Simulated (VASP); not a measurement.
SnS (sg62): the band gap from VASP (plane waves, PAW) at several levels of theory. Gaps are without spin-orbit coupling. Each level names its cell: its own relaxed one, PBE's, or the starting one. A gap is the smallest over the k-mesh and a band path; hybrids may have named points in place of the path, and GW has the mesh alone.

```csv
level,band gap (eV)
PBE (own cell),0.94
PBEsol (own cell),0.65
```

The cell of the PBE (own cell) run:

```xyz
8
Lattice="4.0286 0.0000 0.0000 0.0000 4.4216 0.0000 0.0000 0.0000 11.4747" Properties=species:S:1:pos:R:3 pbc="T T T"
Sn     1.0072     1.6706     7.1387
Sn     1.0072     0.5402     1.4014
Sn     3.0215     2.7510     4.3360
Sn     3.0215     3.8814    10.0733
S      1.0072     0.0815     4.0116
S      1.0072     2.1293     9.7489
S      3.0215     4.3401     7.4631
S      3.0215     2.2923     1.7258
```

Only levels that ran to the end are used. Left out are those held back, those with too coarse a band path, GW runs whose mesh misses a band edge, hybrids' fits of cells that aren't cubic and levels without matching references; a question may draw on a part of the rest.

The compound is SnS in the sg62 structure.
